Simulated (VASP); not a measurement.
Input:

```
CELL_PARAMETERS angstrom
      4.19758     0.00000     0.00000
     -2.09879     3.63521     0.00000
      0.00000     0.00000     6.85496
ATOMIC_POSITIONS crystal
  Cd 0.33333 0.66667 0.99977
  Cd 0.66667 0.33333 0.49977
  Se 0.33333 0.66667 0.37523
  Se 0.66667 0.33333 0.87523
```

Computed with PBEsol GGA, VASP's PBE PAW potentials (set 64) (plane waves; VASP). Run with 500 eV cut-off, 6×6×4 Γ-centred mesh, Gaussian smearing of 0.050 eV, potentials Cd Se.

Q: Predict the energy per atom (σ→0), pressure, band gap (on the k-mesh) with the smallest direct gap where there is one.

A: 
The band gap (on the k-mesh) comes out as 0.69 eV. The smallest direct gap (on the k-mesh) is 0.69 eV and the energy per atom (σ→0) comes out as -294.8 kJ/mol of atoms. The pressure comes out as 4.97 GPa.

Total energies compare only between runs with the same potentials, cut-off and functional.

The structure was generated: CdSe was put into the wurtzite type (P6_3mc), which need not be its known phase. It was relaxed first under an external pressure of 5 GPa.
